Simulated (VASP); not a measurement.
```xyz
15
Lattice="4.3776 -2.7976 -0.0003 4.3776 2.7976 -0.0003 -2.4317 0.0000 4.4229" Properties=species:S:1:pos:R:3 pbc="T T T"
B      4.0538     0.0000     0.7190
B      1.6955    -0.9008     2.2790
B      1.6955     0.9008     2.2790
B      4.6490     0.9093     2.1904
B      4.6490    -0.9093     2.1904
B      4.0787     0.0000     3.6233
B      2.2563     0.0000     0.8325
B      3.1319    -1.4231     1.3498
B      3.1319     1.4231     1.3498
B      3.2048     1.4369     3.0993
B      3.2048    -1.4369     3.0993
B      8.7237     0.0000     0.0476
C      2.3448     0.0000     3.6484
C      7.3802     0.0000     0.5226
C     -1.1246     0.0000     3.9641
```

These are r2SCAN meta-GGA, VASP's PBE PAW potentials (set 64) (plane waves; VASP) values and carry that method's errors. Run with LREAL = Auto, 520 eV cut-off, 6×6×6 Γ-centred mesh, tetrahedra with Blöchl corrections, potentials B C.

The cores are frozen, which limits the accuracy of field gradients.

**Question.** Give the principal components of the electric field gradient (V/Å²) and the asymmetry η at each nucleus.

**Answer.** 
```
atom    Vxx   Vyy    Vzz     η
----  -----  ----  -----  ----
B1      2.6   2.4   -5.0  0.03
B2     12.8   3.3  -16.1  0.59
B3     12.8   3.3  -16.1  0.59
B4      6.9   6.4  -13.3  0.04
B5      6.9   6.4  -13.3  0.04
B6    -10.7  -0.5   11.2  0.92
B7      5.4   0.4   -5.8  0.86
B8      5.1   0.2   -5.4  0.91
B9      5.1   0.2   -5.4  0.91
B10    -8.9  -1.1   10.0  0.78
B11    -8.9  -1.1   10.0  0.78
B12    37.5  34.0  -71.5  0.05
C13    11.0   8.6  -19.6  0.13
C14    11.3   5.4  -16.7  0.35
C15    11.0   4.2  -15.2  0.45
```

The structure comes from a computed database's B4C entry (Cm); how it stands against other phases isn't given here. It was relaxed first.
